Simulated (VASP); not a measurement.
Input for VASP

KPOINTS:
```
K-points
0
Gamma
 8 8 8
0 0 0
```

File POSCAR:
```
MgSe
1.0
  0.0000000000   2.7523214122   2.7523214122
  2.7523214122   0.0000000000   2.7523214122
  2.7523214122   2.7523214122   0.0000000000
Mg Se
1 1
direct
  0.0000000000   0.0000000000   0.0000000000
  0.5000000000   0.5000000000   0.5000000000
```

### INCAR
```
ALGO  =  Normal
EDIFF  =  1E-6
EDIFFG  =  -0.01
ENCUT  =  520
GGA  =  91
IBRION  =  2
ISIF  =  3
ISMEAR  =  0
LASPH  =  T
LCHARG  =  F
LMAXMIX  =  4
LREAL  =  F
LWAVE  =  F
NELM  =  100
NSW  =  60
PREC  =  Accurate
SIGMA  =  0.05
SYSTEM  =  MgSe
```

POTCAR, in this order: Mg Se (PBE.64 set). Program: vasp_std.

**Question.** Translate this PW91 calculation to Quantum ESPRESSO's pw.x.

**Answer.** One equivalent input (not run):
```
&CONTROL
  calculation = 'vc-relax'
  pseudo_dir = './pseudo'
  outdir = './out'
  tprnfor = .true.
  tstress = .true.
  nstep = 60
  forc_conv_thr = 0.00039
/
&SYSTEM
  ibrav = 0
  nat = 2
  ntyp = 2
  ecutwfc = 86
  occupations = 'smearing'
  smearing = 'gaussian'
  degauss = 0.003675
  input_dft = 'pw91'
/
&ELECTRONS
  conv_thr = 7.3e-08
  electron_maxstep = 100
/
&IONS
/
&CELL
/
ATOMIC_SPECIES
  Mg 24.305 Mg.upf
  Se 78.971 Se.upf
CELL_PARAMETERS angstrom
     0.0000000    2.7523214    2.7523214
     2.7523214   -0.0000000    2.7523214
     2.7523214    2.7523214    0.0000000
ATOMIC_POSITIONS crystal
  Mg   0.0000000  0.0000000  0.0000000
  Se   0.5000000  0.5000000  0.5000000
K_POINTS automatic
  8 8 8 0 0 0
```
What does not carry over: the potentials are each code's own (VASP's PAW set, PseudoDojo norm-conserving files in pw.x), so ENCUT and ecutwfc are chosen apart and not converted; conv_thr bounds pw.x's estimated SCF error, while EDIFF bounds the energy change between steps; forc_conv_thr acts on force components and is met together with etot_conv_thr.

The compound is MgSe in the rock salt structure. It was relaxed first. The start is the result of an earlier pass.
